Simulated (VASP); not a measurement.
Computed with PBEsol GGA, VASP's PBE PAW potentials (set 64) (plane waves; VASP).

The input files of a VASP run:

### INCAR
```
! general
SYSTEM  = Ga2O3
PREC    = Accurate
ENCUT   = 520
LREAL   = .False.
LASPH   = .True.

! electronic loop
EDIFF   = 1E-7
NELM    = 100
ALGO    = Normal
LMAXMIX = 4

! smearing
ISMEAR  = -5

! functional
GGA     = PS

! ions
ISIF    = 2

! output
LWAVE   = .False.
LCHARG  = .True.
LORBIT  = 11
NEDOS   = 601

! other
LEFG    = .True.
```

### POSCAR
```
Ga2O3
1
    2.5024013243     1.4447619601     4.4887629854
   -2.5024013243     1.4447619601     4.4887629854
    0.0000000000    -2.8895239203     4.4887629854
Ga O
4 6
Direct
  0.8557457278   0.8557457278   0.8557457278
  0.1442542722   0.1442542722   0.1442542722
  0.6442542722   0.6442542722   0.6442542722
  0.3557457278   0.3557457278   0.3557457278
  0.7500000000   0.4470464411   0.0529535589
  0.2500000000   0.5529535589   0.9470464411
  0.0529535589   0.7500000000   0.4470464411
  0.9470464411   0.2500000000   0.5529535589
  0.4470464411   0.0529535589   0.7500000000
  0.5529535589   0.9470464411   0.2500000000
```

KPOINTS:
```
Automatic mesh
0
Gamma
  6 6 6
```

POTCAR, in this order: Ga_d O (PBE.64 set). Program: vasp_std.

The run wrote:

File OUTCAR:
```
 ion  position               nearest neighbor table
   1  0.856  0.856  0.856-   8 1.93  10 1.93   6 1.93   5 2.08   7 2.08   9 2.08   3 2.85
   2  0.144  0.144  0.144-   7 1.93   9 1.93   5 1.93   6 2.08   8 2.08  10 2.08   4 2.85
   3  0.644  0.644  0.644-   6 1.93  10 1.93   8 1.93   7 2.08   5 2.08   9 2.08   1 2.85
   4  0.356  0.356  0.356-   5 1.93   9 1.93   7 1.93   8 2.08   6 2.08  10 2.08   2 2.85
   5  0.750  0.447  0.053-   4 1.93   2 1.93   1 2.08   3 2.08
   6  0.250  0.553  0.947-   3 1.93   1 1.93   2 2.08   4 2.08
   7  0.053  0.750  0.447-   2 1.93   4 1.93   3 2.08   1 2.08
   8  0.947  0.250  0.553-   1 1.93   3 1.93   4 2.08   2 2.08
   9  0.447  0.053  0.750-   2 1.93   4 1.93   3 2.08   1 2.08
  10  0.553  0.947  0.250-   1 1.93   3 1.93   2 2.08   4 2.08
  LATTYP: Found a trigonal (rhomboedric) cell.
 ALAT       =     5.3383838986
 COS(alpha) =     0.5605349781
 Subroutine PRICEL returns:
 Original cell was already a primitive cell.
 Subroutine GETGRP returns: Found 12 space group operations
The static configuration has the point symmetry S_6 .
 The point group associated with its full space group is D_3d.
The dynamic configuration has the point symmetry S_6 .
 Subroutine INISYM returns: Found 12 space group operations
 Subroutine IBZKPT returns following result:
 Found     32 irreducible k-points:

 Following reciprocal coordinates:
...
```

OSZICAR:
```
       N       E                     dE             d eps       ncg     rms          rms(c)
DAV:   1     0.119304857874E+04    0.11930E+04   -0.40668E+04  3808   0.316E+03
DAV:   2     0.190843235821E+03   -0.10022E+04   -0.96203E+03  3472   0.810E+02
DAV:   3    -0.514240490932E+02   -0.24227E+03   -0.23707E+03  3868   0.265E+02
DAV:   4    -0.705691966793E+02   -0.19145E+02   -0.18984E+02  4236   0.807E+01
DAV:   5    -0.712598181216E+02   -0.69062E+00   -0.68907E+00  4320   0.154E+01    0.156E+01
DAV:   6    -0.638248025563E+02    0.74350E+01   -0.28965E+01  6036   0.614E+01    0.460E+00
DAV:   7    -0.638947234443E+02   -0.69921E-01   -0.25230E+00  3668   0.896E+00    0.311E+00
DAV:   8    -0.638344040750E+02    0.60319E-01   -0.43835E-01  4920   0.513E+00    0.114E+00
DAV:   9    -0.638084191867E+02    0.25985E-01   -0.15489E-01  5304   0.435E+00    0.146E-01
DAV:  10    -0.638091733284E+02   -0.75414E-03   -0.94280E-03  4516   0.923E-01    0.472E-02
DAV:  11    -0.638092348503E+02   -0.61522E-04   -0.11023E-03  4332   0.404E-01    0.192E-02
DAV:  12    -0.638092465945E+02   -0.11744E-04   -0.17109E-04  4184   0.114E-01    0.119E-02
DAV:  13    -0.638092473474E+02   -0.75284E-06   -0.17367E-05  4444   0.246E-02    0.275E-03
DAV:  14    -0.638092471169E+02    0.23047E-06   -0.12906E-06  3884   0.737E-03    0.116E-03
DAV:  15    -0.638092469809E+02    0.13598E-06   -0.18703E-07  2788   0.964E-03    0.467E-04
DAV:  16    -0.638092471181E+02   -0.13717E-06   -0.18274E-07  2364   0.305E-03    0.449E-04
DAV:  17    -0.638092471185E+02   -0.38017E-09   -0.57461E-08  2052   0.288E-03
   1 F= -.63809247E+02 E0= -.63809247E+02  d E =0.000000E+00
```

File OUTCAR:
```
------------------------ aborting loop because EDIFF is reached ----------------------------------------
  FORCE on cell =-STRESS in cart. coord.  units (eV):
  Direction    XX          YY          ZZ          XY          YZ          ZX
  --------------------------------------------------------------------------------------
  Total       -0.0048877     -0.0048877     -0.0647040     -0.0000000      0.0000000      0.0000000
  in kB       -0.0804242     -0.0804242     -1.0646597     -0.0000000      0.0000000      0.0000000
  external PRESSURE =      -0.4085027 kB  Pullay stress =       0.0000000 kB
  volume of cell :       97.37
      direct lattice vectors                 reciprocal lattice vectors
     2.502401324  1.444761960  4.488762985     0.199808078  0.115359257  0.074259509
    -2.502401324  1.444761960  4.488762985    -0.199808078  0.115359257  0.074259509
     0.000000000 -2.889523920  4.488762985     0.000000000 -0.230718515  0.074259509
 POSITION                                       TOTAL-FORCE (eV/Angst)
 -----------------------------------------------------------------------------------
      0.00000     -0.00000     11.52372        -0.000000     -0.000000      0.015414
      0.00000     -0.00000      1.94257        -0.000000      0.000000     -0.015414
      0.00000     -0.00000      8.67571        -0.000000      0.000000     -0.015414
      0.00000     -0.00000      4.79057        -0.000000     -0.000000      0.015414
      0.75811      1.57644      5.61095        -0.002818      0.004881     -0.000000
     -0.75811     -1.57644      7.85534         0.002818     -0.004881     -0.000000
     -1.74429     -0.13167      5.61095        -0.002818     -0.004881     -0.000000
      1.74429      0.13167      7.85534         0.002818      0.004881     -0.000000
      0.98618     -1.44476      5.61095         0.005636      0.000000     -0.000000
     -0.98618      1.44476      7.85534        -0.005636      0.000000     -0.000000
 -----------------------------------------------------------------------------------
    total drift:                               -0.000000      0.000000     -0.000000
  FREE ENERGIE OF THE ION-ELECTRON SYSTEM (eV)
  ---------------------------------------------------
  free  energy   TOTEN  =       -63.8092471185 eV

  energy  without entropy=      -63.8092471185  energy(sigma->0) =      -63.80924712

 total charge

# of ion       s       p       d       tot
------------------------------------------
    1        0.675   0.740  10.252  11.667
    2        0.675   0.740  10.252  11.667
    3        0.675   0.740  10.252  11.667
    4        0.675   0.740  10.252  11.667
    5        1.553   3.492   0.000   5.045
    6        1.553   3.492   0.000   5.045
    7        1.553   3.492   0.000   5.045
    8        1.553   3.492   0.000   5.045
    9        1.553   3.492   0.000   5.045
   10        1.553   3.492   0.000   5.045
--------------------------------------------------
tot         12.018  23.908  41.009  76.934

 Electric field gradients after diagonalization (V/A^2)
 (convention: |V_zz| > |V_xx| > |V_yy|)
----------------------------------------------------------------------
 ion       V_xx      V_yy      V_zz     asymmetry (V_yy - V_xx)/ V_zz
----------------------------------------------------------------------
   1     -12.144   -12.143    24.288       0.000
   2     -12.144   -12.143    24.288       0.000
   3     -12.144   -12.143    24.288       0.000
   4     -12.144   -12.143    24.288       0.000
   5      41.384    10.183   -51.567       0.605
   6      41.384    10.183   -51.567       0.605
   7      41.384    10.183   -51.567       0.605
   8      41.384    10.183   -51.567       0.605
   9      41.384    10.183   -51.567       0.605
  10      41.384    10.183   -51.567       0.605
```
(Selected blocks of OUTCAR.)

The structure comes from a computed database's Ga2O3 entry (R-3c); how it stands against other phases isn't given here. It was relaxed first.
